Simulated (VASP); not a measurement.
Computed with r2SCAN meta-GGA, VASP's PBE PAW potentials (set 64) (plane waves; VASP).

VASP ran on this input.

### POSCAR
```
CoSi
1
    4.3885045466     0.0000000000     0.0000000000
    0.0000000000     4.3885045466    -0.0000000000
   -0.0000000000     0.0000000000     4.3885045466
Co Si
4 4
Direct
  0.8547946941   0.6452053059   0.3547946941
  0.3547946941   0.8547946941   0.6452053059
  0.1452053059   0.1452053059   0.1452053059
  0.6452053059   0.3547946941   0.8547946941
  0.1567174385   0.3432825615   0.6567174385
  0.6567174385   0.1567174385   0.3432825615
  0.8432825615   0.8432825615   0.8432825615
  0.3432825615   0.6567174385   0.1567174385
```

KPOINTS:
```
K-points
0
G
6 6 6
0 0 0
```

### INCAR
```
SYSTEM = CoSi
PREC = Accurate
ENCUT = 400
EDIFF = 1E-6
NELM = 100
ALGO = Normal
LREAL = .FALSE.
LASPH = .TRUE.
ISMEAR = 1
SIGMA = 0.1
METAGGA = R2SCAN
LMIXTAU = .TRUE.
LMAXMIX = 4
LWAVE = .FALSE.
LCHARG = .FALSE.
IBRION = 2
ISIF = 3
NSW = 60
EDIFFG = -0.02
```

POTCAR, in this order: Co Si (PBE.64 set). Program: vasp_std.

What VASP printed:

### OSZICAR
```
...
DAV:   8    -0.919585997211E+02   -0.48811E-05   -0.27813E-05  1847   0.492E-02    0.521E-03
DAV:   9    -0.919585998218E+02   -0.10072E-06   -0.20424E-06  1023   0.162E-02
   2 F= -.91958600E+02 E0= -.91959042E+02  d E =0.910326E-03
       N       E                     dE             d eps       ncg     rms          rms(c)
DAV:   1    -0.919823043516E+02   -0.23705E-01   -0.36457E-01  1539   0.762E+00    0.129E+00
DAV:   2    -0.919914526163E+02   -0.91483E-02   -0.49420E-01  2112   0.882E+00    0.123E+00
DAV:   3    -0.919614983448E+02    0.29954E-01   -0.18164E-01  2105   0.534E+00    0.245E-01
DAV:   4    -0.919610590058E+02    0.43934E-03   -0.38327E-03  1544   0.416E-01    0.926E-02
DAV:   5    -0.919609192137E+02    0.13979E-03   -0.55125E-04  2269   0.267E-01    0.390E-02
DAV:   6    -0.919609173517E+02    0.18619E-05   -0.34338E-05  1621   0.536E-02    0.231E-02
DAV:   7    -0.919609159236E+02    0.14282E-05   -0.78433E-05  2228   0.924E-02    0.732E-03
DAV:   8    -0.919609175974E+02   -0.16738E-05   -0.11987E-05  1889   0.368E-02    0.306E-03
DAV:   9    -0.919609196719E+02   -0.20746E-05   -0.64612E-07   842   0.828E-03    0.206E-03
DAV:  10    -0.919609201998E+02   -0.52787E-06   -0.60346E-07   793   0.110E-02
   3 F= -.91960920E+02 E0= -.91961368E+02  d E =-.141005E-02
       N       E                     dE             d eps       ncg     rms          rms(c)
DAV:   1    -0.919609318713E+02   -0.12199E-04   -0.19439E-04  1539   0.174E-01    0.303E-02
DAV:   2    -0.919609370782E+02   -0.52069E-05   -0.27135E-04  2083   0.206E-01    0.289E-02
DAV:   3    -0.919609207322E+02    0.16346E-04   -0.99151E-05  2051   0.126E-01    0.565E-03
DAV:   4    -0.919609206576E+02    0.74574E-07   -0.19135E-06   882   0.996E-03
   4 F= -.91960921E+02 E0= -.91961368E+02  d E =-.141051E-02
       N       E                     dE             d eps       ncg     rms          rms(c)
DAV:   1    -0.919654023571E+02   -0.44816E-02   -0.86215E-02  1539   0.369E+00    0.632E-01
DAV:   2    -0.919674652776E+02   -0.20629E-02   -0.11611E-01  2105   0.427E+00    0.595E-01
DAV:   3    -0.919604654041E+02    0.69999E-02   -0.42442E-02  2081   0.261E+00    0.119E-01
DAV:   4    -0.919603631668E+02    0.10224E-03   -0.95679E-04  1544   0.212E-01    0.440E-02
DAV:   5    -0.919603337082E+02    0.29459E-04   -0.11661E-04  2246   0.119E-01    0.207E-02
DAV:   6    -0.919603326123E+02    0.10959E-05   -0.89408E-06  1614   0.273E-02    0.108E-02
DAV:   7    -0.919603319987E+02    0.61361E-06   -0.19661E-05  2170   0.445E-02    0.373E-03
DAV:   8    -0.919603321710E+02   -0.17229E-06   -0.23122E-06   983   0.160E-02
   5 F= -.91960332E+02 E0= -.91960777E+02  d E =-.822023E-03
       N       E                     dE             d eps       ncg     rms          rms(c)
DAV:   1    -0.919653930628E+02   -0.50611E-02   -0.76250E-02  1539   0.348E+00    0.592E-01
DAV:   2    -0.919672721608E+02   -0.18791E-02   -0.10296E-01  2105   0.402E+00    0.562E-01
DAV:   3    -0.919610392963E+02    0.62329E-02   -0.37797E-02  2089   0.245E+00    0.112E-01
DAV:   4    -0.919609437680E+02    0.95528E-04   -0.82239E-04  1537   0.195E-01    0.417E-02
DAV:   5    -0.919609163956E+02    0.27372E-04   -0.10785E-04  2261   0.116E-01    0.186E-02
DAV:   6    -0.919609156444E+02    0.75124E-06   -0.71157E-06  1585   0.242E-02
   6 F= -.91960916E+02 E0= -.91961362E+02  d E =-.140550E-02
       N       E                     dE             d eps       ncg     rms          rms(c)
DAV:   1    -0.919677322649E+02   -0.68159E-02   -0.16235E-01  1531   0.462E+00    0.758E-01
DAV:   2    -0.919703621125E+02   -0.26298E-02   -0.16011E-01  2097   0.507E+00    0.696E-01
DAV:   3    -0.919607197554E+02    0.96424E-02   -0.60149E-02  2073   0.308E+00    0.154E-01
DAV:   4    -0.919605144922E+02    0.20526E-03   -0.13086E-03  1586   0.270E-01    0.471E-02
DAV:   5    -0.919604873653E+02    0.27127E-04   -0.15204E-04  2238   0.130E-01    0.222E-02
DAV:   6    -0.919604874235E+02   -0.58275E-07   -0.12659E-05  1621   0.337E-02    0.127E-02
DAV:   7    -0.919604872340E+02    0.18950E-06   -0.15346E-05  2159   0.386E-02    0.219E-03
DAV:   8    -0.919604879914E+02   -0.75734E-06   -0.13661E-06   891   0.109E-02
   7 F= -.91960488E+02 E0= -.91960944E+02  d E =0.427653E-03
       N       E                     dE             d eps       ncg     rms          rms(c)
DAV:   1    -0.919644861705E+02   -0.39989E-02   -0.78271E-02  1531   0.321E+00    0.527E-01
DAV:   2    -0.919656908466E+02   -0.12047E-02   -0.76433E-02  2090   0.350E+00    0.479E-01
DAV:   3    -0.919611092027E+02    0.45816E-02   -0.28489E-02  2050   0.213E+00    0.106E-01
DAV:   4    -0.919610212256E+02    0.87977E-04   -0.67092E-04  1600   0.192E-01    0.334E-02
DAV:   5    -0.919610072737E+02    0.13952E-04   -0.71413E-05  2222   0.881E-02    0.167E-02
DAV:   6    -0.919610072149E+02    0.58785E-07   -0.64254E-06  1573   0.230E-02
   8 F= -.91961007E+02 E0= -.91961457E+02  d E =-.915706E-04
       N       E                     dE             d eps       ncg     rms          rms(c)
DAV:   1    -0.919610432351E+02   -0.35961E-04   -0.87652E-04  1537   0.335E-01    0.582E-02
DAV:   2    -0.919610588781E+02   -0.15643E-04   -0.92518E-04  2141   0.384E-01    0.527E-02
DAV:   3    -0.919610035269E+02    0.55351E-04   -0.34670E-04  2094   0.234E-01    0.122E-02
DAV:   4    -0.919610024847E+02    0.10423E-05   -0.76874E-06  1634   0.208E-02    0.378E-03
DAV:   5    -0.919610023221E+02    0.16263E-06   -0.69646E-07   807   0.107E-02
   9 F= -.91961002E+02 E0= -.91961452E+02  d E =-.866777E-04
       N       E                     dE             d eps       ncg     rms          rms(c)
DAV:   1    -0.919610061724E+02   -0.36878E-05   -0.43463E-05  1767   0.718E-02    0.117E-02
DAV:   2    -0.919610067848E+02   -0.61231E-06   -0.42308E-05  2095   0.804E-02    0.115E-02
DAV:   3    -0.919610042320E+02    0.25527E-05   -0.15286E-05  1820   0.494E-02    0.200E-03
DAV:   4    -0.919610039697E+02    0.26231E-06   -0.37324E-07   744   0.542E-03
  10 F= -.91961004E+02 E0= -.91961453E+02  d E =-.883254E-04
       N       E                     dE             d eps       ncg     rms          rms(c)
DAV:   1    -0.919610132695E+02   -0.90375E-05   -0.15244E-04  1531   0.142E-01    0.234E-02
DAV:   2    -0.919610156620E+02   -0.23924E-05   -0.15357E-04  2084   0.157E-01    0.216E-02
DAV:   3    -0.919610063712E+02    0.92907E-05   -0.57304E-05  2028   0.955E-02    0.457E-03
DAV:   4    -0.919610059969E+02    0.37433E-06   -0.10983E-06   765   0.838E-03
  11 F= -.91961006E+02 E0= -.91961456E+02  d E =-.903525E-04
       N       E                     dE             d eps       ncg     rms          rms(c)
DAV:   1    -0.919610082718E+02   -0.19006E-05   -0.36066E-05  1550   0.689E-02    0.119E-02
DAV:   2    -0.919610088732E+02   -0.60138E-06   -0.39951E-05  2070   0.796E-02    0.110E-02
DAV:   3    -0.919610064309E+02    0.24422E-05   -0.14943E-05  1833   0.490E-02    0.234E-03
DAV:   4    -0.919610062945E+02    0.13641E-06   -0.36837E-07   744   0.483E-03
  12 F= -.91961006E+02 E0= -.91961456E+02  d E =-.906502E-04
       N       E                     dE             d eps       ncg     rms          rms(c)
DAV:   1    -0.919611680222E+02   -0.16159E-03   -0.31138E-02  1488   0.103E+00    0.528E-02
DAV:   2    -0.919612275597E+02   -0.59538E-04   -0.10678E-03  2164   0.308E-01    0.385E-02
DAV:   3    -0.919612124744E+02    0.15085E-04   -0.23297E-04  2089   0.190E-01    0.204E-02
DAV:   4    -0.919612079364E+02    0.45380E-05   -0.14977E-05  2029   0.489E-02    0.901E-03
DAV:   5    -0.919612060430E+02    0.18934E-05   -0.33563E-06  1115   0.144E-02    0.242E-03
DAV:   6    -0.919612062334E+02   -0.19041E-06   -0.13885E-06   821   0.138E-02
  13 F= -.91961206E+02 E0= -.91961659E+02  d E =-.199939E-03
```

### OUTCAR
```
------------------------ aborting loop because EDIFF is reached ----------------------------------------
  FORCE on cell =-STRESS in cart. coord.  units (eV):
  Direction    XX          YY          ZZ          XY          YZ          ZX
  --------------------------------------------------------------------------------------
  Total       -0.0700451     -0.0700451     -0.0700451      0.0000000      0.0000000      0.0000000
  in kB       -1.3332518     -1.3332518     -1.3332518      0.0000000      0.0000000      0.0000000
  external PRESSURE =      -1.3332518 kB  Pullay stress =       0.0000000 kB
  volume of cell :       84.17
      direct lattice vectors                 reciprocal lattice vectors
     4.382534679 -0.000000000 -0.000000000     0.228178457 -0.000000000  0.000000000
     0.000000000  4.382534679 -0.000000000     0.000000000  0.228178457 -0.000000000
     0.000000000  0.000000000  4.382534679     0.000000000  0.000000000  0.228178457
 POSITION                                       TOTAL-FORCE (eV/Angst)
 -----------------------------------------------------------------------------------
      3.74479      2.82901      1.55352        -0.009752      0.009752     -0.009752
      1.55352      3.74479      2.82901        -0.009752     -0.009752      0.009752
      0.63775      0.63775      0.63775         0.009752      0.009752      0.009752
      2.82901      1.55352      3.74479         0.009752     -0.009752     -0.009752
      0.68551      1.50576      2.87678        -0.004649      0.004649     -0.004649
      2.87678      0.68551      1.50576        -0.004649     -0.004649      0.004649
      3.69703      3.69703      3.69703         0.004649      0.004649      0.004649
      1.50576      2.87678      0.68551         0.004649     -0.004649     -0.004649
 -----------------------------------------------------------------------------------
    total drift:                                0.000000      0.000000      0.000000
  FREE ENERGIE OF THE ION-ELECTRON SYSTEM (eV)
  ---------------------------------------------------
  free  energy   TOTEN  =       -91.9612062334 eV

  energy  without entropy=      -91.9625641747  energy(sigma->0) =      -91.96165888

 reached required accuracy - stopping structural energy minimisation
```
(Selected blocks of OUTCAR.)

### CONTCAR
```
CoSi
   1.00000000000000
     4.3825346792307940   -0.0000000000000000   -0.0000000000000000
     0.0000000000000000    4.3825346792307940   -0.0000000000000000
     0.0000000000000000    0.0000000000000000    4.3825346792307940
  Co              Si
     4     4
Direct
     0.8544802597076731    0.6455197402923269    0.3544802597076732
     0.3544802597076732    0.8544802597076731    0.6455197402923269
     0.1455197402923269    0.1455197402923269    0.1455197402923269
     0.6455197402923269    0.3544802597076732    0.8544802597076731
     0.1564185393999653    0.3435814606000347    0.6564185393999653
     0.6564185393999653    0.1564185393999653    0.3435814606000347
     0.8435814606000347    0.8435814606000347    0.8435814606000347
     0.3435814606000347    0.6564185393999653    0.1564185393999653
```

OUTCAR:
```
 val. band max:       12.5356671325   @ k =   0.0000   0.0000   0.0000

 cond. band min:      12.6555235897   @ k =   0.5000   0.5000   0.3333


 Fermi energy:        12.5455163236

 k-point     1 :       0.0000    0.0000    0.0000
  band No.  band energies     occupation
      1      -2.1748      2.00000
      2       3.7706      2.00000
      3       3.7706      2.00000
      4       3.7706      2.00000
      5       6.5552      2.00000
      6       6.5552      2.00000
      7       6.5552      2.00000
      8       8.4412      2.00000
      9       8.4412      2.00000
     10       8.4412      2.00000
     11       9.1657      2.00000
     12       9.1865      2.00000
     13       9.1865      2.00000
     14       9.6164      2.00000
     15       9.6164      2.00000
     16       9.6164      2.00000
     17      10.0204      2.00000
     18      10.0204      2.00000
     19      10.0204      2.00000
     20      11.5149      2.00000
     21      11.5149      2.00000
     22      11.5149      2.00000
     23      11.6613      2.00000
     24      11.6613      2.00000
     25      12.5357      1.16581
     26      12.5357      1.16581
     27      12.5357      1.16581
     28      15.3992      0.00000
     29      15.3992      0.00000
     30      15.3992      0.00000
     31      15.6833      0.00000

 k-point     2 :       0.1667    0.0000    0.0000
  band No.  band energies     occupation
      1      -1.9515      2.00000
      2       2.5719      2.00000
      3       3.9129      2.00000
      4       4.5672      2.00000
      5       5.9932      2.00000
      6       6.6802      2.00000
      7       7.3194      2.00000
      8       7.6738      2.00000
      9       8.0175      2.00000
     10       8.9224      2.00000
     11       9.1965      2.00000
     12       9.2379      2.00000
     13       9.4996      2.00000
     14       9.5394      2.00000
     15       9.6167      2.00000
     16       9.6332      2.00000
     17       9.9536      2.00000
...
```

The compound is CoSi in the B20 structure. This run relaxes it. Symmetry was kept, so distortions that lower it aren't found. The start is the result of an earlier pass. The run is not spin-polarised, so no magnetic state was tried.
